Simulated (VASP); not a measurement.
Calculation: LDA (Ceperley-Alder, Perdew-Zunger), VASP's LDA PAW potentials (set 64) (plane waves; VASP).

VASP ran on this input.

POSCAR:
```
PtAl2
1.0
  0.0000000000   2.8254342494   2.8254342494
  2.8254342494   0.0000000000   2.8254342494
  2.8254342494   2.8254342494   0.0000000000
Al Pt
2 1
direct
  0.2500000000   0.2500000000   0.2500000000
  0.7500000000   0.7500000000   0.7500000000
  0.0000000000   0.0000000000   0.0000000000
```

KPOINTS:
```
Automatic mesh
0
Gamma
9 9 9
0 0 0
```

### INCAR
```
SYSTEM=PtAl2
PREC=Accurate; ENCUT=500; LREAL=.False.
LASPH=.True.
EDIFF=1E-6; NELM=100; ALGO=Normal
LMAXMIX=6
ISMEAR=1; SIGMA=0.1
IBRION=2; NSW=40; ISIF=3
EDIFFG=-0.02; PSTRESS=300
LWAVE=.False.; LCHARG=.False.
```

POTCAR, in this order: Al Pt (LDA.64 set). Program: vasp_std.

The resulting files:

### OSZICAR
```
       N       E                     dE             d eps       ncg     rms          rms(c)
DAV:   1     0.499689248328E+02    0.49969E+02   -0.68402E+03   864   0.112E+03
DAV:   2    -0.172227956247E+02   -0.67192E+02   -0.60572E+02   952   0.194E+02
DAV:   3    -0.190300647323E+02   -0.18073E+01   -0.17787E+01  1048   0.311E+01
DAV:   4    -0.190434001310E+02   -0.13335E-01   -0.13333E-01   980   0.320E+00
DAV:   5    -0.190435558208E+02   -0.15569E-03   -0.15569E-03  1076   0.356E-01    0.110E+01
DAV:   6    -0.184637061512E+02    0.57985E+00   -0.22410E+00   980   0.152E+01    0.293E+00
DAV:   7    -0.183592310902E+02    0.10448E+00   -0.12701E-01   908   0.362E+00    0.200E+00
DAV:   8    -0.183159565327E+02    0.43275E-01   -0.31497E-02   964   0.165E+00    0.274E-01
DAV:   9    -0.183157837900E+02    0.17274E-03   -0.14712E-03  1008   0.357E-01    0.164E-01
DAV:  10    -0.183157754578E+02    0.83323E-05   -0.18640E-04   968   0.128E-01    0.154E-02
DAV:  11    -0.183157735380E+02    0.19197E-05   -0.73053E-06  1024   0.288E-02    0.810E-03
DAV:  12    -0.183157735531E+02   -0.15135E-07   -0.25329E-07   560   0.439E-03
   1 F= -.98688943E+01 E0= -.98688409E+01  d E =-.986889E+01
       N       E                     dE             d eps       ncg     rms          rms(c)
DAV:   1    -0.195091452085E+02   -0.11934E+01   -0.40634E+01   932   0.708E+01    0.164E+01
DAV:   2    -0.169901187505E+02    0.25190E+01   -0.11099E+01   932   0.351E+01    0.408E+00
DAV:   3    -0.169307549192E+02    0.59364E-01   -0.30651E-01   904   0.597E+00    0.167E+00
DAV:   4    -0.169070449162E+02    0.23710E-01   -0.56955E-02   876   0.142E+00    0.321E-01
DAV:   5    -0.169074977113E+02   -0.45280E-03   -0.30403E-03  1036   0.554E-01    0.212E-01
DAV:   6    -0.169077009544E+02   -0.20324E-03   -0.21198E-04   904   0.150E-01    0.676E-02
DAV:   7    -0.169077336968E+02   -0.32742E-04   -0.45137E-05   928   0.403E-02    0.619E-03
DAV:   8    -0.169077337221E+02   -0.25361E-07   -0.84281E-07   632   0.777E-03
   2 F= -.95567698E+01 E0= -.95562855E+01  d E =0.312125E+00
       N       E                     dE             d eps       ncg     rms          rms(c)
DAV:   1    -0.193479870303E+02   -0.24403E+01   -0.20922E+01   916   0.498E+01    0.696E+00
DAV:   2    -0.180809472287E+02    0.12670E+01   -0.54324E+00   916   0.264E+01    0.210E+00
DAV:   3    -0.180614073523E+02    0.19540E-01   -0.12175E-01   904   0.340E+00    0.132E+00
DAV:   4    -0.180509670461E+02    0.10440E-01   -0.33687E-02   856   0.107E+00    0.199E-01
DAV:   5    -0.180503479358E+02    0.61911E-03   -0.56209E-03   964   0.741E-01    0.119E-01
DAV:   6    -0.180502827655E+02    0.65170E-04   -0.45535E-04   944   0.248E-01    0.661E-02
DAV:   7    -0.180502969565E+02   -0.14191E-04   -0.37328E-05   928   0.418E-02    0.877E-03
DAV:   8    -0.180502967420E+02    0.21459E-06   -0.92328E-07   608   0.764E-03
   3 F= -.99266495E+01 E0= -.99264580E+01  d E =-.577552E-01
       N       E                     dE             d eps       ncg     rms          rms(c)
DAV:   1    -0.180391047215E+02    0.11192E-01   -0.42878E-03   932   0.717E-01    0.119E-01
DAV:   2    -0.180388337319E+02    0.27099E-03   -0.12721E-03   928   0.390E-01    0.233E-02
DAV:   3    -0.180388266371E+02    0.70948E-05   -0.32695E-05   916   0.620E-02    0.915E-03
DAV:   4    -0.180388244219E+02    0.22152E-05   -0.57935E-06   896   0.140E-02    0.295E-03
DAV:   5    -0.180388243872E+02    0.34611E-07   -0.67781E-07   444   0.903E-03
   4 F= -.99267312E+01 E0= -.99265351E+01  d E =-.578368E-01
```

**OUTCAR**
```
------------------------ aborting loop because EDIFF is reached ----------------------------------------
  FORCE on cell =-STRESS in cart. coord.  units (eV):
  Direction    XX          YY          ZZ          XY          YZ          ZX
  --------------------------------------------------------------------------------------
  Total        8.1081082      8.1081082      8.1081082      0.0000000      0.0000000     -0.0000000
  in kB      299.8526256    299.8526256    299.8526256      0.0000000      0.0000000     -0.0000000
  external PRESSURE =      -0.1473744 kB  Pullay stress =     300.0000000 kB
  volume of cell :       43.32
      direct lattice vectors                 reciprocal lattice vectors
     0.000000000  2.787601921  2.787601921    -0.179365639  0.179365639  0.179365639
     2.787601921  0.000000000  2.787601921     0.179365639 -0.179365639  0.179365639
     2.787601921  2.787601921  0.000000000     0.179365639  0.179365639 -0.179365639
 POSITION                                       TOTAL-FORCE (eV/Angst)
 -----------------------------------------------------------------------------------
      1.39380      1.39380      1.39380         0.000000      0.000000      0.000000
      4.18140      4.18140      4.18140        -0.000000     -0.000000     -0.000000
      5.57520      5.57520      5.57520        -0.000000     -0.000000     -0.000000
 -----------------------------------------------------------------------------------
    total drift:                                0.000000     -0.000000      0.000000
  FREE ENERGIE OF THE ION-ELECTRON SYSTEM (eV)
  ---------------------------------------------------
  free  energy   TOTEN  =       -18.0388243872 eV

  energy  without entropy=      -18.0382361754  energy(sigma->0) =      -18.03862832
  enthalpy is  TOTEN    =        -9.9267311578 eV   P V=        8.1120932294

 reached required accuracy - stopping structural energy minimisation
```
(Selected blocks of OUTCAR.)

**CONTCAR**
```
PtAl2
   1.00000000000000
     0.0000000000000000    2.7876019206412783    2.7876019206412783
     2.7876019206412783    0.0000000000000000    2.7876019206412783
     2.7876019206412783    2.7876019206412783    0.0000000000000000
  Al              Pt
     2     1
Direct
     0.2500000000000000    0.2500000000000000    0.2500000000000000
     0.7500000000000000    0.7500000000000000    0.7500000000000000
     1.0000000000000000    1.0000000000000000    1.0000000000000000
```

**OUTCAR**
```
 val. band max:       10.0149960111   @ k =   0.4444   0.3333   0.1111

 cond. band min:      10.0647973766   @ k =  -0.4444   0.2222   0.0000


 Fermi energy:        10.0582194876

 k-point     1 :       0.0000    0.0000    0.0000
  band No.  band energies     occupation
      1      -1.5616      2.00000
      2       3.8832      2.00000
      3       3.8832      2.00000
      4       3.8832      2.00000
      5       5.4453      2.00000
      6       5.4453      2.00000
      7      13.9032      0.00000
      8      13.9032      0.00000
      9      13.9032      0.00000
     10      14.1845      0.00000
     11      16.9337      0.00000
     12      16.9337      0.00000

 k-point     2 :       0.1111    0.0000    0.0000
  band No.  band energies     occupation
      1      -1.3664      2.00000
      2       3.7922      2.00000
      3       3.9502      2.00000
      4       3.9502      2.00000
      5       5.4215      2.00000
      6       5.4215      2.00000
      7      12.1239      0.00000
      8      13.5801      0.00000
      9      13.5801      0.00000
     10      14.3668      0.00000
     11      16.4104      0.00000
     12      16.4611      0.00000

 k-point     3 :       0.2222    0.0000    0.0000
  band No.  band energies     occupation
      1      -0.8016      2.00000
      2       3.5728      2.00000
      3       4.0993      2.00000
      4       4.0993      2.00000
      5       5.4145      2.00000
      6       5.4145      2.00000
      7       9.5856      2.00000
      8      12.7359      0.00000
      9      12.7359      0.00000
     10      14.5667      0.00000
     11      16.1432      0.00000
     12      16.1432      0.00000

 k-point     4 :       0.3333    0.0000    0.0000
  band No.  band energies     occupation
      1       0.0449      2.00000
      2       3.3312      2.00000
      3       4.2060      2.00000
      4       4.2060      2.00000
      5       5.5410      2.00000
      6       5.5410      2.00000
...
```

Energy and stress use the plane-wave basis of the starting cell. Unless said otherwise, spin-orbit coupling is left out, though it shifts the bands of the heavy elements here.

The compound is PtAl2 in the fluorite structure. This run relaxes it under an external pressure of 30 GPa. Symmetry was kept, so distortions that lower it aren't found.
